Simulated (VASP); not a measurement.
Level of theory: PBE GGA, VASP's PBE PAW potentials (set 64) (plane waves; VASP).

Input for VASP

### KPOINTS
```
Automatic
0
G
 5 5 5
0 0 0
```

INCAR:
```
ALGO = Normal
EDIFF = 1E-6
ENCUT = 300
GGA = PE
ISIF = 2
ISMEAR = -1
ISPIN = 2
LASPH = .True.
LCHARG = .False.
LMAXMIX = 4
LORBIT = 11
LREAL = .False.
LWAVE = .False.
MAGMOM = 2.0 2*0.0
NELM = 100
PREC = Accurate
SIGMA = 0.136
SYSTEM = NiI2
```

File POSCAR:
```
NiI2
1
    0.0000000000     3.2915110000     3.2915110000
    3.2915110000     0.0000000000     3.2915110000
    3.2915110000     3.2915110000     0.0000000000
Ni I
1 2
Direct
  0.0000000000   0.0000000000   0.0000000000
  0.2500000000   0.2500000000   0.2500000000
  0.7500000000   0.7500000000   0.7500000000
```

POTCAR, in this order: Ni I (PBE.64 set). Program: vasp_std.

What VASP printed:

**OUTCAR**
```
 ion  position               nearest neighbor table
   1  0.000  0.000  0.000-   3 2.85   3 2.85   3 2.85   2 2.85   3 2.85   2 2.85   2 2.85   2 2.85
  LATTYP: Found a face centered cubic cell.
 ALAT       =     6.5830220000
 Subroutine PRICEL returns:
 Original cell was already a primitive cell.
 Subroutine GETGRP returns: Found 48 space group operations
The static configuration has the point symmetry O_h .
The dynamic configuration has the point symmetry O_h .
The overall configuration has the point symmetry O_h .
 Subroutine INISYM returns: Found 48 space group operations
 Subroutine IBZKPT returns following result:
 Found     10 irreducible k-points:

 Following reciprocal coordinates:
            Coordinates               Weight
  0.000000  0.000000  0.000000      1.000000
  0.200000  0.000000  0.000000      8.000000
  0.400000  0.000000  0.000000      8.000000
  0.200000  0.200000  0.000000      6.000000
  0.400000  0.200000  0.000000     24.000000
 -0.400000  0.200000  0.000000     24.000000
 -0.200000  0.200000  0.000000     12.000000
  0.400000  0.400000  0.000000      6.000000
 -0.400000  0.400000  0.000000     12.000000
 -0.400000  0.400000  0.200000     24.000000
   k-points           NKPTS =     10   k-points in BZ     NKDIM =     10   number of bands    NBANDS=     17
   number of dos      NEDOS =    301   number of ions     NIONS =      3
   total plane-waves  NPLWV =  21952
   dimension x,y,z NGX =    28 NGY =   28 NGZ =   28
   dimension x,y,z NGXF=    56 NGYF=   56 NGZF=   56
   ions per type =               1   2
   PREC   = accura    normal or accurate (medium, high low for compatibility)
   ISTART =      0    job   : 0-new  1-cont  2-samecut
   ICHARG =      2    charge: 1-file 2-atom 10-const
   ISPIN  =      2    spin polarized calculation?
   LNONCOLLINEAR =      F non collinear calculations
   LSORBIT =      F    spin-orbit coupling
   INIWAV =      1    electr: 0-lowe 1-rand  2-diag
   ENCUT  =  300.0 eV  22.05 Ry    4.70 a.u.   6.57  6.57  6.57*2*pi/ulx,y,z
   NELM   =    100;   NELMIN=  2; NELMDL= -5     # of ELM steps
   EDIFF  = 0.1E-05   stopping-criterion for ELM
   LREAL  =      F    real-space projection
   NLSPLINE    = F    spline interpolate recip. space projectors
   LMAXMIX     =    4 max onsite mixed and CHGCAR
   VOSKOWN=      0    Vosko Wilk Nusair interpolation
   EDIFFG = 0.1E-04   stopping-criterion for IOM
   NSW    =      0    number of steps for IOM
   NBLOCK =      1;   KBLOCK =      1    inner block; outer block
   IBRION =     -1    ionic relax: 0-MD 1-quasi-New 2-CG
   NFREE  =      0    steps in history (QN), initial steepest desc. (CG)
   ISIF   =      2    stress and relaxation
   ISYM   =      2    0-nonsym 1-usesym 2-fastsym
   TEIN   =    0.0    initial temperature
   TEBEG  =    0.0;   TEEND  =   0.0 temperature during run
   SMASS  =  -3.00    Nose mass-parameter (am)
   PSTRESS=    0.0 pullay stress
   NELECT =      24.0000    total number of electrons
   EFERMI =   0.00;   METHOD = LEGACY
   ISMEAR =    -1;   SIGMA  =   0.14  broadening in eV -4-tet -1-fermi 0-gaus
   IALGO  =     38    algorithm
   LDIAG  =      T    sub-space diagonalisation (order eigenvalues)
   IMIX   =      4    mixing-type and parameters
     AMIX     =   0.40;   BMIX     =  1.00
     AMIX_MAG =   1.60;   BMIX_MAG =  1.00
     AMIN     =   0.10
   GGA     = PE    functional components
   VOSKOWN =     0    Vosko Wilk Nusair interpolation
   LHFCALC =     F    Hartree Fock is set to
   LHFONE  =     F    Hartree Fock one center treatment
   AEXX    =    0.0000 exact exchange contribution
   IVDW    =     0    specifies the selected vdW correction
   LEPSILON=     F    determine dielectric tensor
   LRPA    =     F    only Hartree local field effects (RPA)
  energy-cutoff  :      300.00
...
```

File OSZICAR:
```
       N       E                     dE             d eps       ncg     rms          rms(c)
DAV:   1     0.110611483470E+03    0.11061E+03   -0.73980E+03   680   0.842E+02
DAV:   2     0.474674597546E+00   -0.11014E+03   -0.10645E+03   768   0.210E+02
DAV:   3    -0.682363021018E+01   -0.72983E+01   -0.72033E+01   868   0.578E+01
DAV:   4    -0.698729828682E+01   -0.16367E+00   -0.16358E+00   945   0.922E+00
DAV:   5    -0.698848475517E+01   -0.11865E-02   -0.11864E-02   852   0.681E-01    0.164E+01
DAV:   6    -0.107870678420E+02   -0.37986E+01   -0.27245E+01   727   0.846E+01    0.232E+01
DAV:   7    -0.680742545016E+01    0.39796E+01   -0.76314E+00   716   0.697E+01    0.894E+00
DAV:   8    -0.697929279025E+01   -0.17187E+00   -0.50512E+00   859   0.314E+01    0.711E+00
DAV:   9    -0.667694854398E+01    0.30234E+00   -0.12559E+00   839   0.151E+01    0.225E+00
DAV:  10    -0.668872242231E+01   -0.11774E-01   -0.27839E-02   704   0.113E+00    0.131E+00
DAV:  11    -0.668945133418E+01   -0.72891E-03   -0.95707E-04  1004   0.321E-01    0.967E-01
DAV:  12    -0.669038000288E+01   -0.92867E-03   -0.34944E-03   892   0.785E-01    0.209E-01
DAV:  13    -0.669058225725E+01   -0.20225E-03   -0.70327E-04   909   0.314E-01    0.117E-01
DAV:  14    -0.669066746357E+01   -0.85206E-04   -0.18149E-04   861   0.166E-01    0.781E-02
DAV:  15    -0.669067243468E+01   -0.49711E-05   -0.13430E-05   827   0.426E-02    0.453E-02
DAV:  16    -0.669067483632E+01   -0.24016E-05   -0.23245E-05   787   0.664E-02    0.113E-02
DAV:  17    -0.669067597214E+01   -0.11358E-05   -0.25136E-06   608   0.112E-02    0.944E-03
DAV:  18    -0.669067606526E+01   -0.93118E-07   -0.10328E-07   347   0.308E-03
   1 F= -.66906761E+01 E0= -.65747176E+01  d E =-.231917E+00  mag=     0.7839
```

File OUTCAR:
```
------------------------ aborting loop because EDIFF is reached ----------------------------------------
  FORCE on cell =-STRESS in cart. coord.  units (eV):
  Direction    XX          YY          ZZ          XY          YZ          ZX
  --------------------------------------------------------------------------------------
  Total        4.7959378      4.7959378      4.7959378      0.0000000      0.0000000     -0.0000000
  in kB      107.7378221    107.7378221    107.7378221      0.0000000      0.0000000     -0.0000000
  external PRESSURE =     107.7378221 kB  Pullay stress =       0.0000000 kB
  volume of cell :       71.32
      direct lattice vectors                 reciprocal lattice vectors
     0.000000000  3.291511000  3.291511000    -0.151905918  0.151905918  0.151905918
     3.291511000  0.000000000  3.291511000     0.151905918 -0.151905918  0.151905918
     3.291511000  3.291511000  0.000000000     0.151905918  0.151905918 -0.151905918
 POSITION                                       TOTAL-FORCE (eV/Angst)
 -----------------------------------------------------------------------------------
      0.00000      0.00000      0.00000        -0.000000     -0.000000      0.000000
      1.64576      1.64576      1.64576         0.000000      0.000000     -0.000000
      4.93727      4.93727      4.93727        -0.000000     -0.000000      0.000000
 -----------------------------------------------------------------------------------
    total drift:                               -0.000000     -0.000000      0.000000
  FREE ENERGIE OF THE ION-ELECTRON SYSTEM (eV)
  ---------------------------------------------------
  free  energy   TOTEN  =        -6.6906760653 eV

  energy  without entropy=       -6.4587591939  energy(sigma->0) =       -6.57471763

 total charge

# of ion       s       p       d       tot
------------------------------------------
    1        0.281   0.264   8.445   8.990
    2        1.558   2.666   0.066   4.290
    3        1.558   2.666   0.066   4.290
--------------------------------------------------
tot          3.396   5.596   8.577  17.569

 magnetization (x)

# of ion       s       p       d       tot
------------------------------------------
    1       -0.002  -0.002   0.540   0.536
    2        0.003   0.096  -0.000   0.100
    3        0.003   0.096  -0.000   0.100
--------------------------------------------------
tot          0.005   0.191   0.540   0.736
```
(Selected blocks of OUTCAR.)

At this cut-off the stress carries a Pulay error, which pulls relaxed volumes low.

The structure was generated: NiI2 was put into an ordered model structure, which need not be its known phase. The cell was not relaxed at this level. The k-mesh is coarse (spacing up to 0.33 per Å, 2π included), so the numbers may not be converged in it.
